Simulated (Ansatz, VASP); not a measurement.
# TbAu in two plane-wave programs

One calculation is typed for both programs; each brings its own data sets. How far apart do they land? The cell is taken from a series of runs on this material, whose earlier steps may have relaxed, scaled, displaced or heated it; both programs get it as it stands.

Program: Ansatz 0.2.0. Level of theory: plane waves, with VASP 6.6.1 beside it; zone-centre phonons at PBEsol. Results are calculated unless marked as measured.

### Step 1. The structure

The structure is cubic, space group Pm-3m (No. 221). The conventional cell has a = 3.553 Å, b = 3.553 Å, c = 3.553 Å, α = 90.00°, β = 90.00°, γ = 90.00°. Nearest to Tb lie 8 Au at 3.08 Å. Nearest to Au lie 8 Tb at 3.08 Å. Farther neighbours are not listed.

### Step 2. Ansatz: zone-centre phonons, PBEsol

Ansatz runs on norm-conserving files, of PseudoDojo where its log says so.

Second derivatives magnify differences that forces hide, and they need a tight electronic threshold.

The input, input.yaml:

```yaml
crystal:
  lattice:
    - [3.5533807418, 0.0, 0.0]
    - [0.0, 3.5533807418, 0.0]
    - [0.0, 0.0, 3.5533807418]
  atoms:
    - { symbol: Tb, position: [0.5, 0.5, 0.5] }
    - { symbol: Au, position: [0.0, 0.0, 0.0] }
kpoints:
  mp_grid: { grid: [12, 12, 12] }
hamiltonian:
  xc: pbesol
  pseudopotentials:
    kind: nc
    azcp: { Tb: "pseudopotentials/pbe/nc/lanthanide_3plus/Tb.nc.azcp" }
scf:
  occupations: { method: methfessel_paxton, width: 0.15 }
output:
  eigenvalues: true
phonons:
  method: dfpt
  qmesh: [3, 3, 3]
  temperatures: { t_max: 1000, t_step: 50 }
  qpath:
    path:
      - [[0.0, 0.0, 0.0], [0.0, 0.5, 0.0], [0.5, 0.5, 0.0], [0.0, 0.0, 0.0], [0.5, 0.5, 0.5], [0.0, 0.5, 0.0]]
      - [[0.5, 0.5, 0.5], [0.5, 0.5, 0.0]]
    npoints: 12
```

Run with:

```
> ansatz run input.yaml --threads 2 --pin off --max-ram 5120MiB --backend cpu --events-out ev --progress --plain --runs-dir out
```

Numbers of over 12 decimals in the logs are rounded to 6 here.

The program printed:

```text
Warning: <dir> the record states the generating functional pbe (its physics header spells it `PBE`), which answers neither for hamiltonian.xc's functional nor for the pbesol family's — results may be inconsistent (PPs are generated against a specific XC)
Engine: ansatz 0.2.0, x86_64-unknown-linux-gnu
Pseudopotentials: kind: nc
Pseudopotential: Tb, nc, valence charge 11, recommended cutoff 680.284656 eV (normal), <dir>
Pseudopotential: Au, nc, valence charge 19, recommended cutoff 1034.032677 eV (normal), Au.nc.azcp (PseudoDojo's, or run here from an input of PseudoDojo's: the run reads no file of this project's for it)
Functional definition: PBEsol
  exchange = pbesol_x
  correlation = pbesol_c
Crystal: 2 atoms, lattice volume = 44.867 Å³
Basis set: ecut = 1034.032677 eV, 3407 PW (Γ), exchange–correlation on 80×80×80 points (8 copies of the dense FFT grid, shifted against one another)
Bands: 19, of which v1, the nominal top of the filled ones, is band 15 counted from 1 (14 counted from 0)
Symmetry: 48 space group operations
k-points: 84 of 1728
Non-local potential: Tb, projectors of the file, l = 0: 2, l = 1: 2, l = 2: 2, l = 3: 1
Non-local potential: Au, projectors of the file, l = 0: 2, l = 1: 2, l = 2: 2, l = 3: 1
Initial density: superposition of atomic densities (chi_scale 0.1, normalization cell)
Initial wavefunctions: pseudopotential atomic-orbital guess
Functional: x = pbesol(κ = 0.804, μ = 0.123457), c = pbesol(β = 0.046)
SCF iter   1: F=—  HF=-5172.110407 eV  |F-HF|=—  |Δ(HF+E_count)|=         —  Δρ=8.84e-2  dr2=4.42e0  ethr=3.10e-3  ⟨swp⟩=6.6  Hψ=8118  notcnv=0
preconditioner: auto → Kerker (q_TF=auto, 2.551 Å⁻¹)  [metal: Δε(μ)=0.083 eV  Ē_g=11.643 eV  σ=0.150 eV  W_gap=0.44  n_scr=18 (ndim 8)  ℏωp=24.8 eV  f_vac=0.000  D(μ)=1.15/eV (n_scr^D=6)]
SCF iter   2: F=—  HF=-5171.159655 eV  |F-HF|=—  |Δ(HF+E_count)|=   9.51e-1  S|Δr|=    0.00e0  Δρ=2.08e-2  dr2=1.48e-1  ethr=3.10e-3  ⟨swp⟩=3.3  Hψ=3843  notcnv=0  defer=5
SCF iter   3: F=—  HF=-5171.130564 eV  |F-HF|=—  |Δ(HF+E_count)|=   2.91e-2  S|Δr|=    0.00e0  Δρ=1.05e-2  dr2=4.04e-2  ethr=4.93e-4  ⟨swp⟩=1.5  Hψ=2247  notcnv=0  defer=5
SCF iter   4: F=—  HF=-5171.121671 eV  |F-HF|=—  |Δ(HF+E_count)|=   8.89e-3  S|Δr|=    0.00e0  Δρ=1.80e-3  dr2=1.97e-3  ethr=1.35e-4  ⟨swp⟩=2.1  Hψ=2421  notcnv=0  defer=5
SCF iter   5: F=—  HF=-5171.121281 eV  |F-HF|=—  |Δ(HF+E_count)|=   3.90e-4  S|Δr|=    0.00e0  Δρ=2.90e-4  dr2=3.27e-5  ethr=6.55e-6  ⟨swp⟩=2.7  Hψ=2386  notcnv=0  defer=5
SCF iter   6: F=—  HF=-5171.121273 eV  |F-HF|=—  |Δ(HF+E_count)|=   8.91e-6  S|Δr|=    0.00e0  Δρ=5.49e-5  dr2=7.98e-7  ethr=1.09e-7  ⟨swp⟩=3.0  Hψ=3078  notcnv=0  defer=5
SCF iter   7: F=—  HF=-5171.121275 eV  |F-HF|=—  |Δ(HF+E_count)|=   2.72e-6  S|Δr|=    0.00e0  Δρ=1.12e-5  dr2=3.83e-8  ethr=2.66e-9  ⟨swp⟩=2.5  Hψ=2722  notcnv=0  defer=5
SCF iter   8: F=—  HF=-5171.121275 eV  |F-HF|=—  |Δ(HF+E_count)|=   3.85e-9  S|Δr|=    0.00e0  Δρ=1.24e-6  dr2=5.37e-10  ethr=1.28e-10  ⟨swp⟩=2.7  Hψ=2987  notcnv=0  defer=5
SCF iter   9: F=—  HF=-5171.121275 eV  |F-HF|=—  |Δ(HF+E_count)|=  1.00e-10  S|Δr|=    0.00e0  Δρ=2.07e-7  dr2=1.20e-11  ethr=1.79e-12  ⟨swp⟩=3.0  Hψ=3133  notcnv=0  defer=5
SCF iter  10: F=-5171.121275 eV  HF=-5171.121275 eV  |F-HF|=0.00e0  |Δ(HF+E_count)|=  9.09e-13  S|Δr|=    0.00e0  Δρ=1.94e-8  dr2=8.62e-14  ethr=1.00e-12  ⟨swp⟩=9.7  Hψ=10051  notcnv=0
SCF 1 converged in 10 iterations: F = -5171.121275 eV  dr2 = 8.62e-14
Initial density: read from a saved state, or passed on in memory by an earlier SCF of this step, an earlier step, the calling program or the single point that the run made first
iter 1 solved again at ethr=3.58e-7 eV; its pass at ethr=3.10e-3 eV (dr2=1.07e-4 eV) is discarded
SCF iter   1: F=—  HF=-5171.121273 eV  |F-HF|=—  |Δ(HF+E_count)|=         —  Δρ=2.40e-6  dr2=2.65e-9  ethr=3.58e-7  ⟨swp⟩=5.3  Hψ=14594  notcnv=0
eigensolver tolerance schedule: the retry pair's looser diagonalisation over-reported the residual by 40451.81 of it (diagonalisation noise at an unbounded share of the residual, at the tolerance the schedule requests for it); recorded, not acted on — ethr = c·dr2/N_el stays at c = 1.0e-1
preconditioner: auto → Kerker (q_TF=auto, 2.551 Å⁻¹)  [metal: Δε(μ)=0.024 eV  Ē_g=12.207 eV  σ=0.150 eV  W_gap=0.13  n_scr=18 (ndim 8)  ℏωp=24.8 eV  f_vac=0.000  D(μ)=0.87/eV (n_scr^D=6)]
SCF iter   2: F=—  HF=-5171.121275 eV  |F-HF|=—  |Δ(HF+E_count)|=   2.39e-6  S|Δr|=    0.00e0  Δρ=1.85e-6  dr2=1.73e-9  ethr=8.84e-12  ⟨swp⟩=5.1  Hψ=5588  notcnv=0
SCF iter   3: F=—  HF=-5171.121275 eV  |F-HF|=—  |Δ(HF+E_count)|=  3.03e-10  S|Δr|=    0.00e0  Δρ=1.03e-6  dr2=5.23e-10  ethr=5.76e-12  ⟨swp⟩=1.1  Hψ=1607  notcnv=0
SCF iter   4: F=—  HF=-5171.121275 eV  |F-HF|=—  |Δ(HF+E_count)|=  9.64e-11  S|Δr|=    0.00e0  Δρ=5.16e-7  dr2=1.24e-10  ethr=1.74e-12  ⟨swp⟩=1.7  Hψ=1774  notcnv=0
SCF iter   5: F=—  HF=-5171.121275 eV  |F-HF|=—  |Δ(HF+E_count)|=  1.55e-11  S|Δr|=    0.00e0  Δρ=3.31e-7  dr2=4.83e-11  ethr=1.00e-12  ⟨swp⟩=1.1  Hψ=1608  notcnv=0
SCF iter   6: F=—  HF=-5171.121275 eV  |F-HF|=—  |Δ(HF+E_count)|=    0.00e0  S|Δr|=    0.00e0  Δρ=3.04e-7  dr2=4.26e-11  ethr=1.00e-12  ⟨swp⟩=1.3  Hψ=1636  notcnv=0
SCF iter   7: F=-5171.121275 eV  HF=-5171.121275 eV  |F-HF|=6.37e-12  |Δ(HF+E_count)|=  1.00e-11  S|Δr|=    0.00e0  Δρ=1.34e-7  dr2=7.67e-12  ethr=1.00e-12  ⟨swp⟩=4.7  Hψ=6297  notcnv=0
SCF 2 converged in 7 iterations: F = -5171.121275 eV  dr2 = 7.67e-12
phonons: the bands overlap, so this run is a metal and interpolates without the dipole-dipole term. If the crystal is really an insulator or semiconductor, its LO-TO splitting is missing
NSCF: frozen V_eff on 84 k-points
WARN: eigensolver did not converge (k=2): 1 band(s) unlocked after 20 sweeps at ethr=1.23e-12 eV (storage-precision floor; scheduled 1.00e-12 eV) (lowest unlocked band 18, counted from 0; max residual 2.17e-4 eV among the unlocked bands, 2.17e-4 eV over every band; other slots of this pass that fall short are told together in one closing line; warning suppressed until the next SCF loop or pass starts)
WARN: eigensolver did not converge in 6 slots of this pass, the one above among them; of largest residual over every band (k=73): 1 band(s) unlocked (lowest unlocked band 18, counted from 0; max residual 3.62e-3 eV among the unlocked bands, 3.62e-3 eV over every band); of lowest unlocked band (k=2): band 18
NSCF: frozen V_eff on 196 k-points
DFPT response loops at q = (0, 0, 0) (fractional): preconditioner auto → Kerker (q_TF=auto, 2.551 Å⁻¹) (partly filled bands, converged f_vac=0.000); β = 1.00, the filter's whole step (`scf.mixing.beta` (0.50) is not read by the response loops under this deck's `scf.mixing.preconditioner`; to damp them name `kerker` or `kerker_dos`, under which they read `scf.mixing.beta`, and type it under 1.00, their step now; both keys bind the ground state too); Broyden in place of MSR1
NSCF: frozen V_eff on 1176 k-points
DFPT response loops at q = (0, 0, 0.333333) (fractional): mixed as the last ones told, above
NSCF: frozen V_eff on 2016 k-points
DFPT response loops at q = (0, 0.333333, 0.333333) (fractional): mixed as the last ones told, above
phonons.qmesh, q = [0.0000, 0.3333, 0.3333]: its response loops start from zero, take more passes and end by a threshold: the memory limit or budget leaves too little room for the subspace of the ground state's own states beside the solves, or none could be made (phonons.method)
NSCF: frozen V_eff on 1872 k-points
DFPT response loops at q = (0.333333, 0.333333, 0.333333) (fractional): mixed as the last ones told, above
phonons.qmesh, q = [0.3333, 0.3333, 0.3333]: its response loops start from zero, take more passes and end by a threshold: the memory limit or budget leaves too little room for the subspace of the ground state's own states beside the solves, or none could be made (phonons.method)
SCF converged after 10 iterations
Stability not checked: this state was not tested for a lower state beside it, because cold or Methfessel-Paxton smearing, or corrected tetrahedra, fill the levels in a way that the test cannot read (fill_not_monotonic; see scf.lower_state_search)
Free energy (F): -5171.121275 eV
Harris-Foulkes:  -5171.121275 eV  (|F-HF|=0.00e0)
Internal energy: -5171.123289 eV  (E = F + TS)
E sigma→0 (E₀):  -5171.121779 eV
Entropy (-TS):   0.002014 eV (1.007 meV/atom)
Fermi energy:    15.653263 eV
--- Per-component energies (eV) ---
  E_band       = -377.751164
  E_kinetic    = 1431.178318
  E_local      = -3348.374105  (includes V_loc(G=0)·N_el)
  E_nonlocal   = 97.981390
  E_hartree    = 1072.601451
  E_xc         = -974.341976
  E_vxc        = -703.739673  (∫ρ·V_xc dr)
  E_ewald      = -3450.168367
  E_smearing   = 0.002014  (= −TS)
  E_closure    = 0.000000  (closes the sum)
  Σ components = -5171.121275   (vs F -5171.121275, Δ=0.00e0)
--- Band table (eV; the first three rows and the last of 84) ---
  k-point 0: bands = [... 11 lower, 11.1430, 11.1430, 11.1430, 16.5112, 16.5112, 20.6256, 20.6256, 20.6256]
  k-point 1: bands = [... 11 lower, 11.1342, 11.1342, 11.1553, 16.4461, 16.5266, 19.8906, 19.8906, 20.5827]
  k-point 2: bands = [... 11 lower, 11.1110, 11.1110, 11.1892, 16.2663, 16.4418, 18.9383, 18.9383, 20.2715]
  k-point 83: bands = [... 11 lower, 11.9063, 11.9063, 13.6762, 13.6762, 13.6762, 15.6074, 21.8401, 21.8401]
--- Phonons (Γ-DFPT): 2 representative perturbations + reference (Σ response iterations 4) ---
  ASR residual: 1.586e-5 → 0.000e0 eV/Å²; symmetrization residual: 5.861e-6 eV/Å²
  ASR residual per site (eV/Å²): 1.59e-5 1.01e-6
  Γ frequencies (cm⁻¹): 0.00 0.00 0.00 87.77 87.77 87.77
--- Phonons (arbitrary-q DFPT): 4 irreducible q on the 3×3×3 mesh ---
  q = [0.0000, 0.0000, 0.0000] (star 1, of the zone-centre solve; hermiticity 4.70e-6, symmetrization 7.65e-14): -0.00 -0.00 0.00 87.77 87.77 87.77
  q = [0.0000, 0.0000, 0.3333] (star 6, 4 solved perturbations in 1848 linear systems a pass and spin channel, the states on 588 of 1728 k-point pairs; hermiticity 5.99e-6, symmetrization 9.10e-11, the responses' own estimated error 5.0e-4 eV/Å²): 46.50 46.50 67.03 80.50 80.50 125.33
  q = [0.0000, 0.3333, 0.3333] (star 12, 4 solved perturbations in 3108 linear systems a pass and spin channel, the states on 1008 of 1728 k-point pairs; hermiticity 4.42e-5, symmetrization 1.24e-10): 29.98 46.96 50.66 68.15 110.88 118.85
  q = [0.3333, 0.3333, 0.3333] (star 8, 2 solved perturbations on 936 of 1728 k-point pairs; hermiticity 4.92e-5, symmetrization 2.47e-13): 39.71 50.37 50.37 107.30 107.30 109.49
  sum rule: each row above includes the acoustic sum rule's correction from the zone centre's row sums; it moved no ω² by more than (0.16 cm⁻¹)²
  mesh force constants: q→R imaginary residual 1.54e-16; ASR residual 1.586e-5 → 0.000e0 eV/Å²; symmetrization residual 2.665e-15 eV/Å²
  interpolated dispersion: 74 rows × 6 modes
  density of states and harmonic sums: on the 18×18×18 q-mesh, interpolated from the force constants of a 3×3×3 supercell (no non-analytic term)
  largest difference from the sums on the solved wave vectors: F 3.36e-2 eV, S 4.31e-5 and C_V 9.53e-6 eV/K
  zero-point energy: 0.027146 eV/cell   skipped modes (ω ≤ 0): 3   left out of the sums: 8.57e-5 of the cell's modes: C_V's classical limit lies that fraction below 3 k_B per atom; for a crystal, a wire or a layer, F and S can be off by more, and a phonons.interpolated_qmesh denser along its periods is the remedy for the sampling
```

[end of part 1 of 2]

[Lines on the potential files, build, host, timing and source positions are cut from VASP's logs without a mark.]

[Logs are printed without paths, hosts, clocks, repeated set-up lines and the standing remarks that a program may print on its own settings, such as how far it seeks lower states.]

[Hosts, paths, dates, database ids (printed as entryN), source tags and the programs' standing remarks are cut or masked in the printed files.]
